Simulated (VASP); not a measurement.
Computed with PBE GGA with D4 dispersion, VASP's PBE PAW potentials (set 64) (plane waves; VASP 6.6.1).

A VASP calculation is set up with these files.

INCAR:
```
! general
SYSTEM  = GaAs
PREC    = Accurate
ENCUT   = 520   ! plane-wave cut-off (eV)
LREAL   = F   ! projection in real space or not
LASPH   = T
ICHARG  = 11   ! fixed density

! electronic loop
EDIFF   = 1E-7   ! SCF stop (eV)
NELM    = 100   ! most electronic steps
ALGO    = Normal
LMAXMIX = 4   ! l cut-off of mixed one-centre charges

! smearing
ISMEAR  = 0   ! Gaussian
SIGMA   = 0.05   ! width (eV)

! functional
GGA     = PE   ! PBE
IVDW    = 13   ! D4

! output
LWAVE   = F
LCHARG  = F
LORBIT  = 11
```

File KPOINTS:
```
k-points along high-symmetry lines
15
Line-mode
Reciprocal
  0.000000   0.000000   0.000000 ! GAMMA
 -0.500000  -0.500000   0.000000 ! X

 -0.500000  -0.500000   0.000000 ! X
 -0.375000  -0.375000   0.250000 ! U

 -0.375000   0.000000   0.375000 ! K
  0.000000   0.000000   0.000000 ! GAMMA

  0.000000   0.000000   0.000000 ! GAMMA
  0.000000   0.000000   0.500000 ! L

  0.000000   0.000000   0.500000 ! L
 -0.500000  -0.250000   0.250000 ! W

 -0.500000  -0.250000   0.250000 ! W
 -0.500000  -0.500000   0.000000 ! X
```

**POSCAR**
```
GaAs
1
    0.0000000000     2.8328305667     2.8328305667
    2.8328305667     0.0000000000     2.8328305667
    2.8328305667     2.8328305667    -0.0000000000
Ga As
1 1
Direct
  0.0000000000   0.0000000000   0.0000000000
  0.2500000000   0.2500000000   0.2500000000
```

POTCAR, in this order: Ga_d As (PBE.64 set). Program: vasp_std. Read from the step before: CHGCAR.

Output

### OUTCAR
```
 ion  position               nearest neighbor table
   1  0.000  0.000  0.000-   2 2.45   2 2.45   2 2.45   2 2.45
   2  0.250  0.250  0.250-   1 2.45   1 2.45   1 2.45   1 2.45
  LATTYP: Found a face centered cubic cell.
 ALAT       =     5.6656611334
 Subroutine PRICEL returns:
 Original cell was already a primitive cell.
 Subroutine GETGRP returns: Found 24 space group operations
The static configuration has the point symmetry T_d .
The dynamic configuration has the point symmetry T_d .
 Subroutine INISYM returns: Found 24 space group operations
   k-points           NKPTS =     90   k-points in BZ     NKDIM =     90   number of bands    NBANDS=     13
   number of dos      NEDOS =    301   number of ions     NIONS =      2
   total plane-waves  NPLWV =  27000
   dimension x,y,z NGX =    30 NGY =   30 NGZ =   30
   dimension x,y,z NGXF=    60 NGYF=   60 NGZF=   60
   ions per type =               1   1
   PREC   = accura    normal or accurate (medium, high low for compatibility)
   ISTART =      0    job   : 0-new  1-cont  2-samecut
   ICHARG =     11    charge: 1-file 2-atom 10-const
   ISPIN  =      1    spin polarized calculation?
   LNONCOLLINEAR =      F non collinear calculations
   LSORBIT =      F    spin-orbit coupling
   INIWAV =      1    electr: 0-lowe 1-rand  2-diag
   ENCUT  =  520.0 eV  38.22 Ry    6.18 a.u.   7.45  7.45  7.45*2*pi/ulx,y,z
   NELM   =    100;   NELMIN=  2; NELMDL= -5     # of ELM steps
   EDIFF  = 0.1E-06   stopping-criterion for ELM
   LREAL  =      F    real-space projection
   NLSPLINE    = F    spline interpolate recip. space projectors
   LMAXMIX     =    4 max onsite mixed and CHGCAR
   VOSKOWN=      0    Vosko Wilk Nusair interpolation
   EDIFFG = 0.1E-05   stopping-criterion for IOM
   NSW    =      0    number of steps for IOM
   NBLOCK =      1;   KBLOCK =      1    inner block; outer block
   IBRION =     -1    ionic relax: 0-MD 1-quasi-New 2-CG
   NFREE  =      0    steps in history (QN), initial steepest desc. (CG)
   ISIF   =      2    stress and relaxation
   ISYM   =      2    0-nonsym 1-usesym 2-fastsym
   TEIN   =    0.0    initial temperature
   TEBEG  =    0.0;   TEEND  =   0.0 temperature during run
...
```

### OSZICAR
```
       N       E                     dE             d eps       ncg     rms          rms(c)
DAV:   1     0.815927577681E+02    0.81593E+02   -0.93378E+03  2380   0.194E+03
DAV:   2    -0.231105634172E+00   -0.81824E+02   -0.78641E+02  2535   0.334E+02
DAV:   3    -0.659212842490E+01   -0.63610E+01   -0.62344E+01  2915   0.754E+01
DAV:   4    -0.669753731376E+01   -0.10541E+00   -0.10533E+00  2701   0.106E+01
DAV:   5    -0.669942411019E+01   -0.18868E-02   -0.18866E-02  2890   0.123E+00
DAV:   6    -0.669949272655E+01   -0.68616E-04   -0.68616E-04  3289   0.208E-01
DAV:   7    -0.669949325928E+01   -0.53273E-06   -0.53271E-06  2890   0.155E-02
DAV:   8    -0.669949327585E+01   -0.16570E-07   -0.16565E-07  2153   0.213E-03
   1 F= -.75334511E+01 E0= -.75334511E+01  d E =-.216271E-11
```

**OUTCAR**
```
 val. band max:        3.8724173943   @ k =   0.0000   0.0000   0.0000

 cond. band min:       4.3451451253   @ k =   0.0000   0.0000   0.0000



 k-point     1 :       0.0000    0.0000    0.0000
  band No.  band energies     occupation
      1     -10.9236      2.00000
      2     -10.9236      2.00000
      3     -10.9236      2.00000
      4     -10.8460      2.00000
      5     -10.8460      2.00000
      6      -8.8077      2.00000
      7       3.8724      2.00000
      8       3.8724      2.00000
      9       3.8724      2.00000
     10       4.3451      0.00000
     11       7.5999      0.00000
     12       7.5999      0.00000
     13       7.5999      0.00000

 k-point     2 :      -0.0357   -0.0357    0.0000
  band No.  band energies     occupation
      1     -10.9255      2.00000
      2     -10.9230      2.00000
      3     -10.9230      2.00000
      4     -10.8462      2.00000
      5     -10.8458      2.00000
      6      -8.7877      2.00000
      7       3.4247      2.00000
      8       3.8053      2.00000
      9       3.8053      2.00000
     10       4.7893      0.00000
     11       7.5260      0.00000
     12       7.6918      0.00000
     13       7.6918      0.00000

 k-point     3 :      -0.0714   -0.0714    0.0000
  band No.  band energies     occupation
      1     -10.9308      2.00000
      2     -10.9213      2.00000
      3     -10.9213      2.00000
      4     -10.8469      2.00000
      5     -10.8454      2.00000
      6      -8.7281      2.00000
      7       2.8071      2.00000
      8       3.6229      2.00000
      9       3.6229      2.00000
     10       5.3896      0.00000
     11       7.3324      0.00000
     12       7.9483      0.00000
     13       7.9483      0.00000

 k-point     4 :      -0.1071   -0.1071    0.0000
  band No.  band energies     occupation
      1     -10.9391      2.00000
      2     -10.9186      2.00000
      3     -10.9186      2.00000
      4     -10.8480      2.00000
...
```

The density is held fixed in this step, so its total energy and stress have no physical meaning.

The compound is GaAs in the zinc blende structure. It was relaxed first.
